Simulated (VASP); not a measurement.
Data:

```
W3Si2
1.0
    6.56202     0.00000     0.00000
    0.00000     6.56202     0.00000
    0.00000     0.00000     3.32092
Si W
4 6
Direct
  0.13294   0.63294   0.00000
  0.86706   0.36706   0.00000
  0.36706   0.13294   0.00000
  0.63294   0.86706   0.00000
  0.50000   0.50000   0.00000
  0.00000   0.00000   0.00000
  0.66134   0.16134   0.50000
  0.33866   0.83866   0.50000
  0.83866   0.66134   0.50000
  0.16134   0.33866   0.50000
```

These are r2SCAN meta-GGA, VASP's PBE PAW potentials (set 64) (plane waves; VASP) values and carry that method's errors. Settings: 400 eV cut-off, 5×5×10 Γ-centred mesh, tetrahedra with Blöchl corrections, potentials Si W_sv.

**Question.** Give the energies of bands 45 to 58 at the high-symmetry points, in eV from the Fermi level.

**Answer.** 
| band | Γ | X | M | Z | R | A |
|---|---|---|---|---|---|---|
| 45 | -1.78 | -1.66 | -2.58 | -2.70 | -2.40 | -3.38 |
| 46 | -1.44 | -1.66 | -2.58 | -2.17 | -2.40 | -3.38 |
| 47 | -1.09 | -1.00 | -1.45 | -2.17 | -0.59 | -0.34 |
| 48 | -1.09 | -1.00 | -1.45 | -1.72 | -0.59 | -0.34 |
| 49 | -0.45 | -0.95 | -0.30 | -1.70 | 0.10 | 1.12 |
| 50 | -0.04 | -0.95 | -0.30 | -1.65 | 0.10 | 1.12 |
| 51 | -0.04 | -0.65 | -0.16 | 1.64 | 0.65 | 1.39 |
| 52 | -0.02 | -0.65 | -0.16 | 1.89 | 0.65 | 1.39 |
| 53 | 0.54 | 0.58 | 0.07 | 1.89 | 1.76 | 1.50 |
| 54 | 0.70 | 0.58 | 0.07 | 1.96 | 1.76 | 1.50 |
| 55 | 0.70 | 1.02 | 0.32 | 2.19 | 2.13 | 1.87 |
| 56 | 1.21 | 1.02 | 0.32 | 2.28 | 2.13 | 1.87 |
| 57 | 1.37 | 1.34 | 1.23 | 2.37 | 2.35 | 2.20 |
| 58 | 1.53 | 1.34 | 1.23 | 2.37 | 2.35 | 2.20 |

It has no gap at this level: it comes out as a metal or semimetal.

The structure comes from a computed database's Si2W3 entry (P4/mbm); how it stands against other phases isn't given here. It was relaxed first.
